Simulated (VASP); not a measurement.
Output of a VASP run:

### OSZICAR
```
...
DAV:   8    -0.814236413379E+02   -0.14654E+00   -0.41412E-01   769   0.462E+00    0.111E+00
DAV:   9    -0.814700953297E+02   -0.46454E-01   -0.77639E-02   755   0.303E+00    0.237E-01
DAV:  10    -0.814919749555E+02   -0.21880E-01   -0.28837E-02   769   0.152E+00    0.159E-01
DAV:  11    -0.814901974253E+02    0.17775E-02   -0.60292E-03   748   0.911E-01    0.126E-01
DAV:  12    -0.814920939617E+02   -0.18965E-02   -0.53595E-03   734   0.852E-01    0.795E-02
DAV:  13    -0.814944151603E+02   -0.23212E-02   -0.70002E-04   818   0.297E-01    0.249E-02
DAV:  14    -0.814945553339E+02   -0.14017E-03   -0.13461E-04   762   0.128E-01    0.964E-03
DAV:  15    -0.814946433302E+02   -0.87996E-04   -0.51476E-05   769   0.737E-02    0.298E-03
DAV:  16    -0.814946424405E+02    0.88974E-06   -0.33577E-06   867   0.180E-02    0.185E-03
DAV:  17    -0.814946446981E+02   -0.22576E-05   -0.55101E-07   825   0.768E-03    0.747E-04
DAV:  18    -0.814946450580E+02   -0.35990E-06   -0.22900E-07   797   0.520E-03    0.533E-04
DAV:  19    -0.814946452585E+02   -0.20051E-06   -0.25506E-08   695   0.135E-03    0.163E-04
DAV:  20    -0.814946450848E+02    0.17371E-06   -0.80657E-09   521   0.103E-03    0.646E-05
DAV:  21    -0.814946451351E+02   -0.50287E-07   -0.23783E-09   395   0.447E-04    0.409E-05
DAV:  22    -0.814946451226E+02    0.12474E-07   -0.31730E-10   381   0.194E-04    0.347E-05
DAV:  23    -0.814946451289E+02   -0.62830E-08   -0.50493E-10   381   0.200E-04
   1 F= -.81494645E+02 E0= -.81494645E+02  d E =-.814946E+02
       N       E                     dE             d eps       ncg     rms          rms(c)
DAV:   1    -0.814946482347E+02   -0.31121E-05   -0.30489E-04   720   0.105E-01    0.800E-03
DAV:   2    -0.814946494008E+02   -0.11661E-05   -0.98789E-06   874   0.201E-02    0.397E-03
DAV:   3    -0.814946494180E+02   -0.17208E-07   -0.41320E-07   734   0.664E-03    0.210E-03
DAV:   4    -0.814946493239E+02    0.94151E-07   -0.40118E-08   916   0.206E-03    0.992E-04
DAV:   5    -0.814946491574E+02    0.16647E-06   -0.80617E-09   451   0.778E-04    0.118E-04
DAV:   6    -0.814946492052E+02   -0.47835E-07   -0.29581E-09   409   0.499E-04    0.666E-05
DAV:   7    -0.814946491699E+02    0.35361E-07   -0.21966E-09   367   0.418E-04    0.216E-05
DAV:   8    -0.814946491931E+02   -0.23255E-07   -0.45166E-10   360   0.182E-04    0.115E-05
DAV:   9    -0.814946491823E+02    0.10848E-07   -0.96683E-11   360   0.837E-05    0.823E-06
DAV:  10    -0.814946491857E+02   -0.33970E-08   -0.22223E-11   360   0.413E-05
   2 F= -.81494649E+02 E0= -.81494649E+02  d E =-.405680E-05
       N       E                     dE             d eps       ncg     rms          rms(c)
DAV:   1    -0.814946493322E+02   -0.14991E-06   -0.14104E-04   720   0.713E-02    0.544E-03
DAV:   2    -0.814946497929E+02   -0.46071E-06   -0.45703E-06   874   0.137E-02    0.269E-03
DAV:   3    -0.814946497330E+02    0.59919E-07   -0.19113E-07   734   0.452E-03    0.143E-03
DAV:   4    -0.814946496674E+02    0.65637E-07   -0.17791E-08   648   0.140E-03    0.683E-04
DAV:   5    -0.814946495519E+02    0.11541E-06   -0.42133E-09   402   0.561E-04    0.783E-05
DAV:   6    -0.814946495890E+02   -0.37047E-07   -0.16163E-09   360   0.372E-04    0.509E-05
DAV:   7    -0.814946495606E+02    0.28388E-07   -0.11886E-09   360   0.308E-04    0.176E-05
DAV:   8    -0.814946495786E+02   -0.17955E-07   -0.26425E-10   360   0.140E-04    0.955E-06
DAV:   9    -0.814946495706E+02    0.79413E-08   -0.60030E-11   360   0.663E-05
   3 F= -.81494650E+02 E0= -.81494650E+02  d E =-.384937E-06
```

**OUTCAR**
```
------------------------ aborting loop because EDIFF is reached ----------------------------------------
  FORCE on cell =-STRESS in cart. coord.  units (eV):
  Direction    XX          YY          ZZ          XY          YZ          ZX
  --------------------------------------------------------------------------------------
  Total       -0.0203042     -0.0203042      0.0207521      0.0000000      0.0000000      0.0000000
  in kB       -0.4738452     -0.4738453      0.4842988      0.0000000      0.0000000      0.0000000
  external PRESSURE =      -0.1544639 kB  Pullay stress =       0.0000000 kB
  volume of cell :       68.65
      direct lattice vectors                 reciprocal lattice vectors
     3.723982382  0.000000000  0.000000000     0.268529734  0.155035709  0.000000000
    -1.861991191  3.225063453  0.000000000     0.000000000  0.310071419  0.000000000
     0.000000000  0.000000000  5.716291164     0.000000000  0.000000000  0.174938605
 POSITION                                       TOTAL-FORCE (eV/Angst)
 -----------------------------------------------------------------------------------
      0.00000      0.00000     -0.00000        -0.000000      0.000000     -0.000000
      1.86199      1.07502      4.40869         0.000000     -0.000000     -0.000002
     -0.00000      2.15004      1.30760        -0.000000      0.000000      0.000002
 -----------------------------------------------------------------------------------
    total drift:                                0.000000      0.000000      0.000000
  FREE ENERGIE OF THE ION-ELECTRON SYSTEM (eV)
  ---------------------------------------------------
  free  energy   TOTEN  =       -81.4946495706 eV

  energy  without entropy=      -81.4946495706  energy(sigma->0) =      -81.49464957

 reached required accuracy - stopping structural energy minimisation
```
(Selected blocks of OUTCAR.)

File POSCAR:
```
PtSe2
1
    3.7239823824     0.0000000000     0.0000000000
   -1.8619911912     3.2250634525     0.0000000000
    0.0000000000     0.0000000000     5.7162911643
Pt Se
1 2
Direct
  0.0000000000   0.0000000000   0.0000000000
  0.6666670000   0.3333330000   0.7713712827
  0.3333330000   0.6666670000   0.2286287173
```

**Question.** Write an INCAR and KPOINTS that could have produced this output.

**Answer.** This is not unique; one that fits is the input of the run itself, r2SCAN meta-GGA, plane waves, VASP's PBE PAW potentials (set 64).

**KPOINTS**
```
K-points
0
gamma
6 6 4
```

### INCAR
```
SYSTEM=PtSe2
PREC=Accurate; ENCUT=400; LREAL=.False.
LASPH=.True.
EDIFF=1E-8; NELM=100; ALGO=Normal
LMAXMIX=6; LMIXTAU=.True.
ISMEAR=0; SIGMA=0.05
METAGGA=R2SCAN
IBRION=1; NSW=30; ISIF=2
EDIFFG=-0.001
LWAVE=.False.; LCHARG=.False.
```

POTCAR, in this order: Pt Se (PBE.64 set). Program: vasp_std.

The structure comes from a computed database's PtSe2 entry (P-3m1); how it stands against other phases isn't given here. This run relaxes the ions in a fixed cell. Symmetry was kept, so distortions that lower it aren't found. The start is the result of an earlier pass.
